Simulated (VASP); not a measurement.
VASP ran on this input.

**KPOINTS**
```
Automatic mesh
0
Gamma
8 8 8
0 0 0
```

### INCAR
```
LASPH  =  .True.   # aspherical one-centre terms
GGA  =  PE   # PBE
ISMEAR  =  0   # Gaussian
PREC  =  Accurate
LCHARG  =  .False.
IVDW  =  12   # D3, Becke-Johnson
SIGMA  =  0.05
LREAL  =  .False.
ISIF  =  2   # forces and stress, cell fixed
ALGO  =  Normal   # blocked Davidson
ENCUT  =  520   # plane-wave cut-off (eV)
LMAXMIX  =  4   # l cut-off of mixed one-centre charges
NELM  =  100
EDIFF  =  1E-7
LWAVE  =  .False.
SYSTEM  =  PbSe
```

File POSCAR:
```
PbSe
4.3356010
  0.0000000000   0.7071068159   0.7071068159
  0.7071068159   0.0000000000   0.7071068159
  0.7071068159   0.7071068159   0.0000000000
Pb Se
1 1
direct
  0.0000000000   0.0000000000   0.0000000000
  0.5000000000   0.5000000000   0.5000000000
```

POTCAR, in this order: Pb_d Se (PBE.64 set). Program: vasp_std.

Task: Write an equivalent input for Ansatz.

Result: One equivalent input (not run):
Ansatz 0.2 input:
```yaml
crystal:
  lattice:
    - [0.0000000, 3.0657330, 3.0657330]
    - [3.0657330, 0.0000000, 3.0657330]
    - [3.0657330, 3.0657330, 0.0000000]
  atoms:
    - { symbol: Pb, position: [0.0000000, 0.0000000, 0.0000000] }
    - { symbol: Se, position: [0.5000000, 0.5000000, 0.5000000] }
kpoints:
  mp_grid: { grid: [8, 8, 8] }
hamiltonian:
  xc: pbe
  dispersion: d3bj
  pseudopotentials: { kind: paw }
scf:
  occupations: { method: gaussian, width: 0.05 }
  max_iter: 100
output: { forces: true, stress: true, eigenvalues: true }
```
The two are equivalent in intent, not identical: each code has its own PAW files, so the cut-off isn't converted (ENCUT is set for VASP's; basis.ecutwfc is left out, and Ansatz then takes the one that its files recommend); Ansatz stops its SCF on the density residual and VASP on the energy change (EDIFF).

The compound is PbSe in the rock salt structure. It was relaxed first.
